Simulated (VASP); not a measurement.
```
Bi
1.0
   -1.95292     1.95292     1.95292
    1.95292    -1.95292     1.95292
    1.95292     1.95292    -1.95292
Bi
1
Direct
  0.00000   0.00000   0.00000
```

Computed with PBEsol GGA with spin-orbit coupling, VASP's PBE PAW potentials (set 64) (plane waves; VASP 6.6.1). Run with 400 eV cut-off, 12×12×12 Γ-centred mesh, Gaussian smearing of 0.050 eV, potentials Bi_d.

Task: Predict the energy per atom (σ→0), pressure, band gap (over mesh and band path) with the smallest direct gap where there is one.

Result: 
```
Item                                                                   Value
----------------------------------  ----------------------------------------
band gap (over mesh and band path)  none (metal, semimetal or under 0.01 eV)
energy per atom (σ→0)                                         -5.023 eV/atom
pressure                                                            1.43 GPa
```

Total energies compare only between runs with the same potentials, cut-off and functional.

The structure was generated: Bi was put into the bcc type (Im-3m), which need not be its known phase. It was relaxed first, which changed the volume by -6 %.
